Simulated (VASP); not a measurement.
These are LDA (Ceperley-Alder, Perdew-Zunger), VASP's LDA PAW potentials (set 64) (plane waves; VASP) values and carry that method's errors.

The input files of a VASP run:

**KPOINTS**
```
Regular mesh
0
gamma
  7 7 7
0 0 0
```

POSCAR:
```
KI
1
    0.0000000000     3.4131960256     3.4131960256
    3.4131960256     0.0000000000     3.4131960256
    3.4131960256     3.4131960256     0.0000000000
K I
1 1
Direct
  0.0000000000   0.0000000000   0.0000000000
  0.5000000000   0.5000000000   0.5000000000
```

INCAR:
```
ALGO = Normal
EDIFF = 1E-8
ENCUT = 400
ISMEAR = 0
LASPH = .TRUE.
LCHARG = .FALSE.
LEPSILON = .TRUE.
LMAXMIX = 4
LREAL = .FALSE.
LWAVE = .FALSE.
NELM = 100
PREC = Accurate
SIGMA = 0.01
SYSTEM = KI
```

POTCAR, in this order: K_sv I (LDA.64 set). Program: vasp_std.

Output of the run:

OUTCAR:
```
 ion  position               nearest neighbor table
   1  0.000  0.000  0.000-   2 3.41   2 3.41   2 3.41   2 3.41   2 3.41   2 3.41
   2  0.500  0.500  0.500-   1 3.41   1 3.41   1 3.41   1 3.41   1 3.41   1 3.41
  LATTYP: Found a face centered cubic cell.
 ALAT       =     6.8263920512
 Subroutine PRICEL returns:
 Original cell was already a primitive cell.
 Subroutine GETGRP returns: Found 48 space group operations
The static configuration has the point symmetry O_h .
The dynamic configuration has the point symmetry O_h .
 Subroutine INISYM returns: Found 48 space group operations
 Subroutine IBZKPT returns following result:
 Found     20 irreducible k-points:

 Following reciprocal coordinates:
            Coordinates               Weight
  0.000000  0.000000  0.000000      1.000000
  0.142857  0.000000  0.000000      8.000000
  0.285714  0.000000  0.000000      8.000000
  0.428571  0.000000  0.000000      8.000000
  0.142857  0.142857  0.000000      6.000000
  0.285714  0.142857  0.000000     24.000000
  0.428571  0.142857  0.000000     24.000000
 -0.428571  0.142857  0.000000     24.000000
 -0.285714  0.142857  0.000000     24.000000
 -0.142857  0.142857  0.000000     12.000000
  0.285714  0.285714  0.000000      6.000000
  0.428571  0.285714  0.000000     24.000000
 -0.428571  0.285714  0.000000     24.000000
 -0.285714  0.285714  0.000000     12.000000
  0.428571  0.428571  0.000000      6.000000
 -0.428571  0.428571  0.000000     12.000000
  0.428571  0.285714  0.142857     24.000000
 -0.428571  0.285714  0.142857     48.000000
 -0.428571  0.428571  0.142857     24.000000
 -0.285714  0.428571  0.142857     24.000000
 Subroutine IBZKPT_HF returns following result:
   k-points           NKPTS =     20   k-points in BZ     NKDIM =     20   number of bands    NBANDS=     12
   number of dos      NEDOS =    301   number of ions     NIONS =      2
   total plane-waves  NPLWV =  32768
   dimension x,y,z NGX =    32 NGY =   32 NGZ =   32
   dimension x,y,z NGXF=    64 NGYF=   64 NGZF=   64
   ions per type =               1   1
   PREC   = accura    normal or accurate (medium, high low for compatibility)
   ISTART =      0    job   : 0-new  1-cont  2-samecut
   ICHARG =      2    charge: 1-file 2-atom 10-const
   ISPIN  =      1    spin polarized calculation?
   LNONCOLLINEAR =      F non collinear calculations
   LSORBIT =      F    spin-orbit coupling
   INIWAV =      1    electr: 0-lowe 1-rand  2-diag
   ENCUT  =  400.0 eV  29.40 Ry    5.42 a.u.   7.87  7.87  7.87*2*pi/ulx,y,z
   NELM   =    100;   NELMIN=  2; NELMDL= -5     # of ELM steps
   EDIFF  = 0.1E-07   stopping-criterion for ELM
   LREAL  =      F    real-space projection
   NLSPLINE    = F    spline interpolate recip. space projectors
   LMAXMIX     =    4 max onsite mixed and CHGCAR
   VOSKOWN=      0    Vosko Wilk Nusair interpolation
   EDIFFG = 0.1E-06   stopping-criterion for IOM
   NSW    =      0    number of steps for IOM
   NBLOCK =      1;   KBLOCK =      1    inner block; outer block
   IBRION =     -1    ionic relax: 0-MD 1-quasi-New 2-CG
   NFREE  =      0    steps in history (QN), initial steepest desc. (CG)
   ISIF   =      2    stress and relaxation
   ISYM   =      2    0-nonsym 1-usesym 2-fastsym
   TEIN   =    0.0    initial temperature
   TEBEG  =    0.0;   TEEND  =   0.0 temperature during run
   SMASS  =  -3.00    Nose mass-parameter (am)
   PSTRESS=    0.0 pullay stress
   NELECT =      16.0000    total number of electrons
   EFERMI =   0.00;   METHOD = LEGACY
   ISMEAR =     0;   SIGMA  =   0.01  broadening in eV -4-tet -1-fermi 0-gaus
   IALGO  =     38    algorithm
   LDIAG  =      T    sub-space diagonalisation (order eigenvalues)
   IMIX   =      4    mixing-type and parameters
     AMIX     =   0.40;   BMIX     =  1.00
...
```

### OUTCAR
```


 HEAD OF MICROSCOPIC STATIC DIELECTRIC TENSOR (INDEPENDENT PARTICLE, excluding Hartree and local field effects)
 ------------------------------------------------------
           3.542322     0.000000    -0.000000
           0.000000     3.542322     0.000000
          -0.000000     0.000000     3.542322
 ------------------------------------------------------

 MACROSCOPIC STATIC DIELECTRIC TENSOR (including local field effects in DFT)
 ------------------------------------------------------
           3.117963    -0.000000     0.000000
          -0.000000     3.117963    -0.000000
          -0.000000     0.000000     3.117963
 ------------------------------------------------------

 PIEZOELECTRIC TENSOR (including local field effects)  for field in x, y, z        (e  Angst)
          XX          YY          ZZ          XY          YZ          ZX
  --------------------------------------------------------------------------------
  x     0.00000     0.00000     0.00000     0.00000     0.00000     0.00000
  y     0.00000     0.00000     0.00000     0.00000     0.00000     0.00000
  z     0.00000     0.00000     0.00000     0.00000     0.00000     0.00000

 PIEZOELECTRIC TENSOR (including local field effects)  for field in x, y, z        (C/m^2)
          XX          YY          ZZ          XY          YZ          ZX
  --------------------------------------------------------------------------------
  x     0.00000     0.00000     0.00000     0.00000     0.00000     0.00000
  y     0.00000     0.00000     0.00000     0.00000     0.00000     0.00000
  z     0.00000     0.00000     0.00000     0.00000     0.00000     0.00000

 BORN EFFECTIVE CHARGES (including local field effects) (in |e|, cummulative output)
 ---------------------------------------------------------------------------------
 ion    1
    1     1.10640     0.00000     0.00000
    2    -0.00000     1.10640     0.00000
    3     0.00000     0.00000     1.10640
 ion    2
    1    -1.10640    -0.00000     0.00000
    2     0.00000    -1.10640     0.00000
    3     0.00000     0.00000    -1.10640
```
(Selected blocks of OUTCAR.)

The compound is KI in the rock salt structure. It was relaxed first, which changed the volume by -10 %.
